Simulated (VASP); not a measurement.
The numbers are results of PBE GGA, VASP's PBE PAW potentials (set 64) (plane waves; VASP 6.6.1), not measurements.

VASP input:

### POSCAR
```
Bi
4.165820
  1.0000000000  -0.5461109697   0.0000000000
  1.0000000000   0.5461109697   0.0000000000
  0.7017626782   0.0000000000   0.8976448814
Bi
2
Direct
  0.2340000000   0.2340000000   0.2340000000
  0.7660000000   0.7660000000   0.7660000000
```

### INCAR
```
ALGO  =  Normal
EDIFF  =  1E-6
ENCUT  =  400
GGA  =  PE
ISIF  =  2
ISMEAR  =  0
LASPH  =  .TRUE.
LCHARG  =  .FALSE.
LMAXMIX  =  4
LREAL  =  .FALSE.
LWAVE  =  .FALSE.
NELM  =  100
PREC  =  Accurate
SIGMA  =  0.1
SYSTEM  =  Bi
```

**KPOINTS**
```
Automatic mesh
0
Gamma
9 9 9
0 0 0
```

POTCAR, in this order: Bi_d (PBE.64 set). Program: vasp_std.

The run wrote:

**OUTCAR**
```
 ion  position               nearest neighbor table
   1  0.234  0.234  0.234-   2 3.07   2 3.07   2 3.07   2 3.53   2 3.53   2 3.53
   2  0.766  0.766  0.766-   1 3.07   1 3.07   1 3.07   1 3.53   1 3.53   1 3.53
  LATTYP: Found a trigonal (rhomboedric) cell.
 ALAT       =     4.7465441399
 COS(alpha) =     0.5405504351
 Subroutine PRICEL returns:
 Original cell was already a primitive cell.
 Subroutine GETGRP returns: Found 12 space group operations
The static configuration has the point symmetry D_3d.
The dynamic configuration has the point symmetry D_3d.
 Subroutine INISYM returns: Found 12 space group operations
 Subroutine IBZKPT returns following result:
 Found     85 irreducible k-points:

 Following reciprocal coordinates:
            Coordinates               Weight
  0.000000  0.000000  0.000000      1.000000
  0.111111 -0.000000  0.000000      6.000000
  0.222222 -0.000000  0.000000      6.000000
  0.333333  0.000000 -0.000000      6.000000
  0.444444 -0.000000  0.000000      6.000000
  0.111111  0.111111 -0.000000      6.000000
  0.222222  0.111111  0.000000     12.000000
  0.333333  0.111111  0.000000     12.000000
  0.444444  0.111111  0.000000     12.000000
 -0.444444  0.111111  0.000000     12.000000
 -0.333333  0.111111  0.000000     12.000000
 -0.222222  0.111111  0.000000     12.000000
 -0.111111  0.111111  0.000000      6.000000
  0.222222  0.222222 -0.000000      6.000000
  0.333333  0.222222  0.000000     12.000000
  0.444444  0.222222  0.000000     12.000000
 -0.444444  0.222222  0.000000     12.000000
 -0.333333  0.222222  0.000000     12.000000
 -0.222222  0.222222  0.000000      6.000000
  0.333333  0.333333 -0.000000      6.000000
  0.444444  0.333333 -0.000000     12.000000
 -0.444444  0.333333 -0.000000     12.000000
 -0.333333  0.333333  0.000000      6.000000
  0.444444  0.444444 -0.000000      6.000000
 -0.444444  0.444444  0.000000      6.000000
  0.111111  0.111111  0.111111      2.000000
  0.222222  0.111111  0.111111      6.000000
  0.333333  0.111111  0.111111      6.000000
  0.444444  0.111111  0.111111      6.000000
 -0.444444  0.111111  0.111111      6.000000
 -0.333333  0.111111  0.111111      6.000000
 -0.222222  0.111111  0.111111      6.000000
 -0.111111  0.111111  0.111111      6.000000
  0.222222  0.222222  0.111111      6.000000
  0.333333  0.222222  0.111111     12.000000
  0.444444  0.222222  0.111111     12.000000
 -0.444444  0.222222  0.111111     12.000000
 -0.333333  0.222222  0.111111     12.000000
 -0.222222  0.222222  0.111111     12.000000
 -0.111111  0.222222  0.111111     12.000000
   k-points           NKPTS =     85   k-points in BZ     NKDIM =     85   number of bands    NBANDS=     19
   number of dos      NEDOS =    301   number of ions     NIONS =      2
   total plane-waves  NPLWV =  32768
   dimension x,y,z NGX =    32 NGY =   32 NGZ =   32
   dimension x,y,z NGXF=    64 NGYF=   64 NGZF=   64
   ions per type =               2
   PREC   = accura    normal or accurate (medium, high low for compatibility)
   ISTART =      0    job   : 0-new  1-cont  2-samecut
   ICHARG =      2    charge: 1-file 2-atom 10-const
   ISPIN  =      1    spin polarized calculation?
   LNONCOLLINEAR =      F non collinear calculations
   LSORBIT =      F    spin-orbit coupling
   INIWAV =      1    electr: 0-lowe 1-rand  2-diag
   ENCUT  =  400.0 eV  29.40 Ry    5.42 a.u.   7.74  7.74  7.74*2*pi/ulx,y,z
   NELM   =    100;   NELMIN=  2; NELMDL= -5     # of ELM steps
   EDIFF  = 0.1E-05   stopping-criterion for ELM
   LREAL  =      F    real-space projection
   NLSPLINE    = F    spline interpolate recip. space projectors
...
```

File OSZICAR:
```
       N       E                     dE             d eps       ncg     rms          rms(c)
DAV:   1     0.271829202545E+03    0.27183E+03   -0.14705E+04  3254   0.160E+03
DAV:   2     0.140593824863E+02   -0.25777E+03   -0.25416E+03  3257   0.416E+02
DAV:   3    -0.703145260497E+01   -0.21091E+02   -0.20703E+02  3743   0.146E+02
DAV:   4    -0.773543813207E+01   -0.70399E+00   -0.70233E+00  3593   0.295E+01
DAV:   5    -0.777037325262E+01   -0.34935E-01   -0.34934E-01  4459   0.570E+00    0.105E+00
DAV:   6    -0.776802331023E+01    0.23499E-02   -0.15954E-02  3871   0.150E+00    0.635E-01
DAV:   7    -0.776805323534E+01   -0.29925E-04   -0.12737E-02  3703   0.142E+00    0.110E-01
DAV:   8    -0.776824310966E+01   -0.18987E-03   -0.15856E-03  3511   0.499E-01    0.218E-02
DAV:   9    -0.776826344505E+01   -0.20335E-04   -0.63418E-05  4297   0.719E-02    0.991E-03
DAV:  10    -0.776826182274E+01    0.16223E-05   -0.62697E-06  2768   0.208E-02    0.167E-03
DAV:  11    -0.776826232714E+01   -0.50440E-06   -0.70015E-07  2085   0.857E-03
   1 F= -.77682623E+01 E0= -.77676679E+01  d E =-.118890E-02
```

File OUTCAR:
```
------------------------ aborting loop because EDIFF is reached ----------------------------------------
  FORCE on cell =-STRESS in cart. coord.  units (eV):
  Direction    XX          YY          ZZ          XY          YZ          ZX
  --------------------------------------------------------------------------------------
  Total        0.7015160      0.6738035      0.6768627     -0.0000000      0.0000000      0.0092072
  in kB       15.8573717     15.2309459     15.3000981     -0.0000000      0.0000000      0.2081241
  external PRESSURE =      15.4628052 kB  Pullay stress =       0.0000000 kB
  volume of cell :       70.88
      direct lattice vectors                 reciprocal lattice vectors
     4.165820000 -2.275000000  0.000000000     0.120024389 -0.219780220 -0.093832916
     4.165820000  2.275000000  0.000000000     0.120024389  0.219780220 -0.093832916
     2.923417000  0.000000000  3.739427000     0.000000000  0.000000000  0.267420650
 POSITION                                       TOTAL-FORCE (eV/Angst)
 -----------------------------------------------------------------------------------
      2.63368      0.00000      0.87503         0.163594      0.000000      0.054353
      8.62137      0.00000      2.86440        -0.163594      0.000000     -0.054353
 -----------------------------------------------------------------------------------
    total drift:                               -0.000000     -0.000000     -0.000000
  FREE ENERGIE OF THE ION-ELECTRON SYSTEM (eV)
  ---------------------------------------------------
  free  energy   TOTEN  =        -7.7682623271 eV

  energy  without entropy=       -7.7670734286  energy(sigma->0) =       -7.76766788
```
(Selected blocks of OUTCAR.)

The compound is Bi in the a7 structure. The cell was not relaxed at this level. The run is one of a series of settings (ISMEAR = 0 against the base run), some of them coarse on purpose.
